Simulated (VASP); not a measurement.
Write the native input for VASP 6.6.1 that does the following.

```
Task                   : single point
Functional             : r2SCAN
Potentials or basis    : VASP PAW PBE potentials, release 64 (Hf_pv, Ag, Sn_d)
Cutoff                 : 520 eV
k mesh                 : 6 × 6 × 5
Occupations            : methfessel-paxton, width 0.2475 eV
Spin                   : no spin polarisation
Dipole correction      : no
Further INCAR settings : ALGO = Normal; EDIFF = 1e-06; NBANDS = 38
```

Crystal: HfAg2Sn2.

```xyz
5
Lattice="0.0000 4.5828 0.0000 4.5828 0.0000 0.0000 2.2914 2.2914 -5.4070" Properties=species:S:1:pos:R:3 pbc="T T T"
Hf    0.0000    0.0000    0.0000
Ag    2.2914    4.5828   -2.7035
Ag    4.5828    2.2914   -2.7035
Sn    2.2914    2.2914   -1.3409
Sn    4.5828    4.5828   -4.0660
```

The cell was built by a generator and needn't be a form met in nature.

The input as run:

POSCAR

```
HfAg2Sn2
1.0
    0.0000000000      4.5828170000      0.0000000000
    4.5828170000      0.0000000000      0.0000000000
    2.2914080000      2.2914080000     -5.4069610000
Hf Ag Sn
1 2 2
Direct
    0.0000000000      0.0000000000      0.0000000000
    0.7500000000      0.2500000000      0.5000000000
    0.2500000000      0.7500000000      0.5000000000
    0.3760000000      0.3760000000      0.2480000000
    0.6240000000      0.6240000000      0.7520000000
```

INCAR.step1

```
SYSTEM = HfAg2Sn2
PREC = Accurate
ENCUT = 520
ISMEAR = 1
SIGMA = 0.2475
LREAL = .False.
LASPH = .True.
NELM = 80
NBANDS = 38
GGA = PE
ALGO = Normal
EDIFF = 1E-4
LWAVE = .True.
LCHARG = .False.
```

INCAR.step2

```
SYSTEM = HfAg2Sn2
PREC = Accurate
ENCUT = 520
EDIFF = 1E-6
ISMEAR = 1
SIGMA = 0.2475
LREAL = .False.
LASPH = .True.
NELM = 80
ALGO = Normal
ISIF = 2
LWAVE = .False.
LCHARG = .True.
METAGGA = R2SCAN
LMIXTAU = .True.
LELF = .True.
LVHAR = .True.
NBANDS = 38
ISTART = 1
```

KPOINTS

```
Automatic mesh
0
Gamma
  6 6 5
  0 0 0
```

Potentials or basis: VASP PAW PBE potentials, release 64 (Hf_pv, Ag, Sn_d).

Launch:

```sh
$ cat potpaw_PBE.64/Hf_pv/POTCAR potpaw_PBE.64/Ag/POTCAR potpaw_PBE.64/Sn_d/POTCAR > POTCAR
$ cp INCAR.step1 INCAR
$ mpirun -np 1 vasp_std > vasp.out
$ cp INCAR.step2 INCAR
$ mpirun -np 1 vasp_std > vasp.out
```

Results of the run:

```json
{
 "Pressure": "-1.0 GPa",
 "Largest force": "0.727 eV/Å",
 "Band gap on the k mesh": "none (metal or under the smearing width)"
}
```

Caveat: the PAW data sets were made with another functional, which shifts forces and pressure a little.

It took 5.5 min on 1 thread of Intel(R) Xeon(R) 6975P-C (Granite Rapids), with other jobs on the host, peak memory 0.41 GiB.
